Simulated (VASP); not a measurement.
Output of a VASP run:

**OUTCAR**
```
 ion  position               nearest neighbor table
   1  0.000  0.000  0.000-   2 2.61   2 2.61   2 2.61   2 2.61
   2  0.250  0.250  0.250-   1 2.61   1 2.61   1 2.61   1 2.61
  LATTYP: Found a face centered cubic cell.
 ALAT       =     6.0334345948
 Subroutine PRICEL returns:
 Original cell was already a primitive cell.
 Subroutine GETGRP returns: Found 24 space group operations
The static configuration has the point symmetry T_d .
The dynamic configuration has the point symmetry T_d .
 Subroutine INISYM returns: Found 24 space group operations
 Subroutine IBZKPT returns following result:
 Found     29 irreducible k-points:

 Following reciprocal coordinates:
            Coordinates               Weight
  0.000000  0.000000  0.000000      1.000000
  0.125000  0.000000  0.000000      8.000000
  0.250000  0.000000  0.000000      8.000000
  0.375000  0.000000  0.000000      8.000000
  0.500000  0.000000  0.000000      4.000000
  0.125000  0.125000  0.000000      6.000000
  0.250000  0.125000  0.000000     24.000000
  0.375000  0.125000  0.000000     24.000000
  0.500000  0.125000  0.000000     24.000000
 -0.375000  0.125000  0.000000     24.000000
 -0.250000  0.125000  0.000000     24.000000
 -0.125000  0.125000  0.000000     12.000000
  0.250000  0.250000  0.000000      6.000000
  0.375000  0.250000  0.000000     24.000000
  0.500000  0.250000  0.000000     24.000000
 -0.375000  0.250000  0.000000     24.000000
 -0.250000  0.250000  0.000000     12.000000
  0.375000  0.375000  0.000000      6.000000
  0.500000  0.375000  0.000000     24.000000
 -0.375000  0.375000  0.000000     12.000000
  0.500000  0.500000  0.000000      3.000000
  0.375000  0.250000  0.125000     24.000000
  0.500000  0.250000  0.125000     48.000000
 -0.375000  0.250000  0.125000     24.000000
  0.500000  0.375000  0.125000     24.000000
 -0.375000  0.375000  0.125000     48.000000
 -0.250000  0.375000  0.125000     24.000000
 -0.375000  0.500000  0.125000     12.000000
 -0.250000  0.500000  0.250000      6.000000
   k-points           NKPTS =     29   k-points in BZ     NKDIM =     29   number of bands    NBANDS=     13
   number of dos      NEDOS =    301   number of ions     NIONS =      2
   total plane-waves  NPLWV =  32768
   dimension x,y,z NGX =    32 NGY =   32 NGZ =   32
   dimension x,y,z NGXF=    64 NGYF=   64 NGZF=   64
   ions per type =               1   1
   PREC   = accura    normal or accurate (medium, high low for compatibility)
   ISTART =      0    job   : 0-new  1-cont  2-samecut
   ICHARG =      2    charge: 1-file 2-atom 10-const
   ISPIN  =      1    spin polarized calculation?
   LNONCOLLINEAR =      F non collinear calculations
   LSORBIT =      F    spin-orbit coupling
   INIWAV =      1    electr: 0-lowe 1-rand  2-diag
   ENCUT  =  520.0 eV  38.22 Ry    6.18 a.u.   7.93  7.93  7.93*2*pi/ulx,y,z
   NELM   =    100;   NELMIN=  2; NELMDL= -5     # of ELM steps
   EDIFF  = 0.1E-06   stopping-criterion for ELM
   LREAL  =      F    real-space projection
   NLSPLINE    = F    spline interpolate recip. space projectors
   LMAXMIX     =    4 max onsite mixed and CHGCAR
   VOSKOWN=      0    Vosko Wilk Nusair interpolation
   EDIFFG = 0.1E-05   stopping-criterion for IOM
   NSW    =      0    number of steps for IOM
   NBLOCK =      1;   KBLOCK =      1    inner block; outer block
   IBRION =     -1    ionic relax: 0-MD 1-quasi-New 2-CG
   NFREE  =      0    steps in history (QN), initial steepest desc. (CG)
   ISIF   =      2    stress and relaxation
   ISYM   =      2    0-nonsym 1-usesym 2-fastsym
   TEIN   =    0.0    initial temperature
   TEBEG  =    0.0;   TEEND  =   0.0 temperature during run
   SMASS  =  -3.00    Nose mass-parameter (am)
   PSTRESS=    0.0 pullay stress
   NELECT =      18.0000    total number of electrons
   EFERMI =   0.00;   METHOD = LEGACY
   ISMEAR =     0;   SIGMA  =   0.05  broadening in eV -4-tet -1-fermi 0-gaus
   IALGO  =     38    algorithm
...
```

File OSZICAR:
```
       N       E                     dE             d eps       ncg     rms          rms(c)
DAV:   1     0.107669390294E+03    0.10767E+03   -0.80157E+03   754   0.147E+03
DAV:   2     0.205463073743E+01   -0.10561E+03   -0.99183E+02   754   0.265E+02
DAV:   3    -0.552331307859E+01   -0.75779E+01   -0.74740E+01  1022   0.839E+01
DAV:   4    -0.577757317610E+01   -0.25426E+00   -0.25414E+00   911   0.135E+01
DAV:   5    -0.578450348829E+01   -0.69303E-02   -0.69300E-02  1072   0.228E+00    0.539E+00
DAV:   6    -0.570590215013E+01    0.78601E-01   -0.36084E+00   788   0.550E+01    0.349E+00
DAV:   7    -0.555880584332E+01    0.14710E+00   -0.81538E-01   824   0.327E+01    0.175E+00
DAV:   8    -0.556158607854E+01   -0.27802E-02   -0.51871E-02  1107   0.390E+00    0.486E-01
DAV:   9    -0.555831471162E+01    0.32714E-02   -0.15824E-02   944   0.400E+00    0.150E-01
DAV:  10    -0.555848816863E+01   -0.17346E-03   -0.75558E-04   904   0.245E-01    0.657E-02
DAV:  11    -0.555852479287E+01   -0.36624E-04   -0.43068E-04   939   0.646E-01    0.345E-02
DAV:  12    -0.555852149540E+01    0.32975E-05   -0.39096E-05  1181   0.129E-01    0.300E-02
DAV:  13    -0.555851995720E+01    0.15382E-05   -0.23332E-06  1166   0.338E-02    0.182E-02
DAV:  14    -0.555851886039E+01    0.10968E-05   -0.99885E-06  1040   0.102E-01    0.336E-03
DAV:  15    -0.555851930033E+01   -0.43994E-06   -0.16428E-06   824   0.884E-03    0.541E-03
DAV:  16    -0.555851924982E+01    0.50509E-07   -0.49700E-08   517   0.432E-03
   1 F= -.62542464E+01 E0= -.62542464E+01  d E =-.791668E-14
```

**OUTCAR**
```
------------------------ aborting loop because EDIFF is reached ----------------------------------------
 Edisp (eV)   -0.69573
  FORCE on cell =-STRESS in cart. coord.  units (eV):
  Direction    XX          YY          ZZ          XY          YZ          ZX
  --------------------------------------------------------------------------------------
  Total      -0.45373    -0.45373    -0.45373     0.00000     0.00000     0.00000
  in kB     -13.23956   -13.23956   -13.23956     0.00000     0.00000     0.00000
  external pressure =      -13.24 kB  Pullay stress =        0.00 kB
  volume of cell :       54.91
      direct lattice vectors                 reciprocal lattice vectors
     0.000000000  3.016717297  3.016717297    -0.165743075  0.165743075  0.165743075
     3.016717297  0.000000000  3.016717297     0.165743075 -0.165743075  0.165743075
     3.016717297  3.016717297  0.000000000     0.165743075  0.165743075 -0.165743075
  FREE ENERGIE OF THE ION-ELECTRON SYSTEM (eV)
  ---------------------------------------------------
  free  energy   TOTEN  =        -6.2542464362 eV

  energy  without entropy=       -6.2542464362  energy(sigma->0) =       -6.25424644
```
(Selected blocks of OUTCAR.)

### POSCAR
```
CuI
1
    0.0000000000     3.0167172974     3.0167172974
    3.0167172974     0.0000000000     3.0167172974
    3.0167172974     3.0167172974     0.0000000000
Cu I
1 1
Direct
  0.0000000000   0.0000000000   0.0000000000
  0.2500000000   0.2500000000   0.2500000000
```

Reconstruct the remaining input files.

One answer among several that fit: the input of the run itself, PBE GGA with D3 dispersion (Becke-Johnson damping), plane waves, VASP's PBE PAW potentials (set 64).

### INCAR
```
LREAL = .False.   ! projection in real space or not
ISMEAR = 0
ISIF = 2   ! forces and stress, cell fixed
ENCUT = 520
NELM = 100   ! most electronic steps
LCHARG = .False.
SYSTEM = CuI
GGA = PE   ! PBE
LASPH = .True.   ! aspherical one-centre terms
SIGMA = 0.05   ! width (eV)
IVDW = 12   ! D3, Becke-Johnson
PREC = Accurate
ALGO = Normal
LWAVE = .False.
LMAXMIX = 4   ! l cut-off of mixed one-centre charges
EDIFF = 1E-7
```

KPOINTS:
```
Automatic
0
gamma
 8 8 8
0 0 0
```

POTCAR, in this order: Cu I (PBE.64 set). Program: vasp_std.

The compound is CuI in the zinc blende structure. This cell is one point of a volume scan, at 1.03 of the reference volume.
